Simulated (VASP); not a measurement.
A VASP calculation is set up with these files.

INCAR:
```
# general
SYSTEM   =  Na
PREC     =  Accurate
ENCUT    =  500
LREAL    =  .FALSE.
LASPH    =  .TRUE.

# electronic loop
EDIFF    =  1E-6
NELM     =  100
ALGO     =  Normal

# smearing
ISMEAR   =  1
SIGMA    =  0.1

# functional
GGA      =  PE

# ions
IBRION   =  2
NSW      =  40
ISIF     =  3
EDIFFG   =  -0.02
PSTRESS  =  300

# output
LWAVE    =  .FALSE.
LCHARG   =  .FALSE.
```

KPOINTS:
```
Automatic mesh
0
Gamma
15 15 15
0 0 0
```

POSCAR:
```
Na
1
   -1.6632835835     1.6632835835     1.6632835835
    1.6632835835    -1.6632835835     1.6632835835
    1.6632835835     1.6632835835    -1.6632835835
Na
1
Direct
  0.0000000000   0.0000000000   0.0000000000
```

POTCAR, in this order: Na_pv (PBE.64 set). Program: vasp_std.

### Question
Translate this PBE calculation to Ansatz.

### Answer
One equivalent input (not run):
Ansatz 0.2 input:
```yaml
crystal:
  lattice:
    - [-1.6632836, 1.6632836, 1.6632836]
    - [1.6632836, -1.6632836, 1.6632836]
    - [1.6632836, 1.6632836, -1.6632836]
  atoms:
    - { symbol: Na, position: [0.0000000, 0.0000000, 0.0000000] }
kpoints:
  mp_grid: { grid: [15, 15, 15] }
hamiltonian:
  xc: pbe
  pseudopotentials: { kind: paw }
scf:
  occupations: { method: methfessel_paxton, width: 0.1 }
  max_iter: 100
relax:
  max_steps: 40
  f_tol: 0.02
  cell: { p_target: 30 }
output: { forces: true, stress: true, eigenvalues: true }
```
The two are equivalent in intent, not identical: each code has its own PAW files, so the cut-off isn't converted (ENCUT is set for VASP's; basis.ecutwfc is left out, and Ansatz then takes the one that its files recommend); Ansatz stops its SCF on the density residual and VASP on the energy change (EDIFF).

The compound is Na in the bcc structure. This run relaxes it under an external pressure of 30 GPa. Symmetry was kept, so distortions that lower it aren't found.
